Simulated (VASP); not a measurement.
```xyz
2
Lattice="4.6876 0.0000 0.0000 -2.3438 4.0595 0.0000 0.0000 0.0000 14.0000" Properties=species:S:1:pos:R:3 pbc="T T T"
Hg     2.3438     1.3532     7.0000
Te     0.0000     2.7064     7.0000
```

These are PBE GGA, VASP's PBE PAW potentials (set 64) (plane waves; VASP) values and carry that method's errors. Settings: 300 eV cut-off, 6×6×1 Γ-centred mesh, Gaussian smearing of 0.27 eV, potentials Hg Te.

The cell holds a wide vacuum, so values per volume refer to the whole cell. Unless said otherwise, spin-orbit coupling is left out, though it shifts the bands of the heavy elements here.

Question: What does the run give for the energy per atom (σ→0), band gap (on the k-mesh) with the smallest direct gap where there is one?

Answer: 
| Quantity | Value |
|---|---|
| band gap (on the k-mesh) | none (metal, semimetal or under 0.01 eV) |
| energy per atom (σ→0) | -1.619 eV/atom |

Only differences to runs with the same potentials and settings are physical.

The cell is a sheet with vacuum, built from a generated structure.
